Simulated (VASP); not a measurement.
Method: PBE GGA with D3 dispersion (Becke-Johnson damping), VASP's PBE PAW potentials (set 64) (plane waves; VASP).

Input for VASP

File KPOINTS:
```
k-points along high-symmetry lines
15
Line-mode
Reciprocal
  0.000000   0.000000   0.000000 ! GAMMA
  0.500000   0.000000   0.500000 ! X

  0.500000   0.000000   0.500000 ! X
  0.625000   0.250000   0.625000 ! U

  0.375000   0.375000   0.750000 ! K
  0.000000   0.000000   0.000000 ! GAMMA

  0.000000   0.000000   0.000000 ! GAMMA
  0.500000   0.500000   0.500000 ! L

  0.500000   0.500000   0.500000 ! L
  0.500000   0.250000   0.750000 ! W

  0.500000   0.250000   0.750000 ! W
  0.500000   0.000000   0.500000 ! X
```

**POSCAR**
```
CaO
1
    0.0000000000     2.3961359286     2.3961359286
    2.3961359286    -0.0000000000     2.3961359286
    2.3961359286     2.3961359286     0.0000000000
Ca O
1 1
Direct
  0.0000000000   0.0000000000   0.0000000000
  0.5000000000   0.5000000000   0.5000000000
```

INCAR:
```
# general
SYSTEM=CaO
PREC  =Accurate
ENCUT =520   # plane-wave cut-off (eV)
LREAL =.False.   # projection in real space or not
LASPH =.True.
ICHARG=11   # fixed density

# electronic loop
EDIFF =1E-7
NELM  =100   # most electronic steps
ALGO  =Normal   # blocked Davidson

# smearing
ISMEAR=0   # Gaussian
SIGMA =0.05   # width (eV)

# functional
GGA   =PE
IVDW  =12

# output
LWAVE =.False.
LCHARG=.False.
LORBIT=11   # lm-projected
```

POTCAR, in this order: Ca_sv O (PBE.64 set). Program: vasp_std. Read from the step before: CHGCAR.

Output

**OSZICAR**
```
       N       E                     dE             d eps       ncg     rms          rms(c)
DAV:   1     0.127379974679E+03    0.12738E+03   -0.87070E+03  2168   0.136E+03
DAV:   2    -0.441638327186E+01   -0.13180E+03   -0.12419E+03  2420   0.331E+02
DAV:   3    -0.112364425111E+02   -0.68201E+01   -0.67250E+01  2756   0.737E+01
DAV:   4    -0.115087900553E+02   -0.27235E+00   -0.27190E+00  3212   0.133E+01
DAV:   5    -0.115128319734E+02   -0.40419E-02   -0.40415E-02  2728   0.153E+00
DAV:   6    -0.115128970371E+02   -0.65064E-04   -0.65063E-04  2916   0.149E-01
DAV:   7    -0.115128979914E+02   -0.95430E-06   -0.95427E-06  2860   0.178E-02
DAV:   8    -0.115128980242E+02   -0.32758E-07   -0.32760E-07  1924   0.228E-03
   1 F= -.12062238E+02 E0= -.12062238E+02  d E =-.458379E-12
```

File OUTCAR:
```
 val. band max:        2.3998350411   @ k =   0.0000   0.0000   0.0000

 cond. band min:       6.0329294463   @ k =   0.5000   0.0000   0.5000



 k-point     1 :       0.0000    0.0000    0.0000
  band No.  band energies     occupation
      1     -35.2004      2.00000
      2     -15.9578      2.00000
      3     -15.9578      2.00000
      4     -15.9578      2.00000
      5     -13.1497      2.00000
      6       2.3998      2.00000
      7       2.3998      2.00000
      8       2.3998      2.00000
      9       7.1851      0.00000
     10       8.6474      0.00000
     11       8.6474      0.00000
     12       8.6474      0.00000

 k-point     2 :       0.0357    0.0000    0.0357
  band No.  band energies     occupation
      1     -35.1987      2.00000
      2     -15.9807      2.00000
      3     -15.9608      2.00000
      4     -15.9608      2.00000
      5     -13.1218      2.00000
      6       2.3069      2.00000
      7       2.3882      2.00000
      8       2.3882      2.00000
      9       7.2676      0.00000
     10       8.5981      0.00000
     11       8.6980      0.00000
     12       8.6980      0.00000

 k-point     3 :       0.0714    0.0000    0.0714
  band No.  band energies     occupation
      1     -35.1935      2.00000
      2     -16.0438      2.00000
      3     -15.9695      2.00000
      4     -15.9695      2.00000
      5     -13.0451      2.00000
      6       2.0605      2.00000
      7       2.3554      2.00000
      8       2.3554      2.00000
      9       7.4846      0.00000
     10       8.4573      0.00000
     11       8.8457      0.00000
     12       8.8457      0.00000

 k-point     4 :       0.1071    0.0000    0.1071
  band No.  band energies     occupation
      1     -35.1851      2.00000
      2     -16.1341      2.00000
      3     -15.9835      2.00000
      4     -15.9835      2.00000
      5     -12.9372      2.00000
      6       1.7318      2.00000
      7       2.3071      2.00000
...
```

The density is held fixed in this step, so its total energy and stress have no physical meaning.

The compound is CaO in the rock salt structure. It was relaxed first.
